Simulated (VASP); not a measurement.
Input:

```xyz
2
Lattice="0.0000 2.8806 2.8806 2.8806 0.0000 2.8806 2.8806 2.8806 0.0000" Properties=species:S:1:pos:R:3 pbc="T T T"
Sc     0.0000     0.0000     0.0000
S      1.4403     1.4403     1.4403
```

The numbers are results of PBE GGA, VASP's PBE PAW potentials (set 64) (plane waves; VASP 6.6.1), not measurements. Settings: 400 eV cut-off, 12×12×12 Γ-centred mesh, tetrahedra with Blöchl corrections, potentials Sc_sv S.

Question: What does the run give for the energy per atom (σ→0), band gap (on the k-mesh) with the smallest direct gap where there is one?

Answer: 
band gap (on the k-mesh): none (metal, semimetal or under 0.01 eV)
energy per atom (σ→0): -6.720 eV/atom

Total energies compare only between runs with the same potentials, cut-off and functional.

The structure was generated: ScS was put into the zinc blende type (F-43m), which need not be its known phase. It was relaxed first, which changed the volume by -25 %. The electron count is odd and the run is not spin-polarised, which forces a metal.
